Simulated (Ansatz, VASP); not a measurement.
# TiRh in VASP and in Ansatz

```
Ti Rh
1.0
     2.94675    0.00000    0.00000
     0.00000    2.94675    0.00000
     0.00000    0.00000    3.44444
Ti Rh
1 1
Direct
  0.50000 0.50000 0.50000
  0.00000 0.00000 0.00000
```

Alike in both runs: functional LDA; k mesh 12 × 12 × 11; occupations fermi-dirac, width 0.05 eV; no spin polarisation.

Ansatz relaxed the structure, and its values are those at the end. VASP's run is a single point on that final structure, the one shown.

|  | VASP | Ansatz |
| --- | --- | --- |
| version | VASP 6.6.1 | Ansatz 0.2.0 |
| potentials or method | VASP PAW LDA potentials, release 64 (Ti_sv, Rh_pv) | PAW with Ansatz's default frozen-core files, scalar-relativistic |
| plane-wave cutoff (eV) | 520 | 420 |
| valence electrons in the cell | 27 | 29 |

|  | VASP | Ansatz | Ansatz less VASP |
| --- | --- | --- | --- |
| pressure (GPa) | -11.8 | -12.2 | -0.37 |

The two sets of potentials don't hold the same shells in valence.
